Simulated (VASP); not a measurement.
**Rh (space group Fm-3m): computed properties**

All values below come from r2SCAN+rVV10, VASP's PBE PAW potentials (set 64) (plane waves; VASP).

| Quantity | Value |
|---|---|
| space group | Fm-3m (225) |
| cell | a = b = c = 3.7895 Å, α = β = γ = 90.00° |
| volume per atom | 13.60 Å^3/atom |
| band gap (over mesh and band path) | none (metal, semimetal or under 0.01 eV) |
| density | 12.56 g/cm³ |

```cif
data_Rh4
_chemical_formula_sum 'Rh4'
_space_group_name_H-M_alt 'Fm-3m'
_space_group_IT_number 225
_space_group_name_Hall '-F 4 2 3'
_cell_length_a 3.78949
_cell_length_b 3.78949
_cell_length_c 3.78949
_cell_angle_alpha 90.000
_cell_angle_beta 90.000
_cell_angle_gamma 90.000
loop_
_atom_site_label
_atom_site_type_symbol
_atom_site_symmetry_multiplicity
_atom_site_Wyckoff_symbol
_atom_site_fract_x
_atom_site_fract_y
_atom_site_fract_z
_atom_site_occupancy
Rh1 Rh 4 a 0.00000 0.00000 0.00000 1
```
(The calculation used a cell of 1 atom; values per cell refer to that cell.)

The structure comes from a measured Rh entry (Fm-3m) of the Crystallography Open Database, whose conditions weren't checked. It was relaxed first. Symmetry was kept, so distortions that lower it aren't found.
